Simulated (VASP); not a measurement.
A run of VASP 6.6.1 is set up as follows.

INCAR

```
ALGO = Normal
EDIFF = 1E-7
ENCUT = 520
GGA = PE
ISIF = 2
ISMEAR = 0
ISPIN = 2
LASPH = True
LCHARG = False
LDAU = True
LDAUJ = 0
LDAUL = 2
LDAUPRINT = 1
LDAUTYPE = 2
LDAUU = 2
LMAXMIX = 4
LORBIT = 11
LREAL = False
LWAVE = False
MAGMOM = 0.8
NELM = 150
PREC = Accurate
SIGMA = 0.1
```

File KPOINTS:

```
k-points
0
Gamma
  20 20 20
```

Contents of POSCAR:

```
Ni                                      
1.0
    0.0000000000      1.7651522309      1.7651522309
    1.7651522309      0.0000000000      1.7651522309
    1.7651522309      1.7651522309      0.0000000000
  Ni            
     1
Direct
     0.0000000000000000    0.0000000000000000    0.0000000000000000
```

Potentials or basis: VASP PAW PBE potentials, release 64 (Ni).

Run with:

```sh
$ cat potpaw_PBE.64/Ni/POTCAR > POTCAR
$ mpirun -np 1 vasp_std > vasp.out
```

Q: Predict the net moment.

A: 0.69 μB per cell.

Q: What does it give for the site moments?

A: Ni +0.72 μB.

Q: What does it give for the pressure?

A: -5.0 GPa.

Q: Estimate the band gap on the k mesh.

A: None (metal or under the smearing width).

Eigenvalues of the final occupation matrices:
```tsv
site	spin	trace	eigenvalues
site 1 d	1	4.59	0.91 0.91 0.91 0.92 0.92
site 1 d	2	3.82	0.69 0.69 0.69 0.87 0.87
```

Caveat: the U is typed as a test and isn't derived for this compound. The state reached can hang on the start; a lower one may exist.
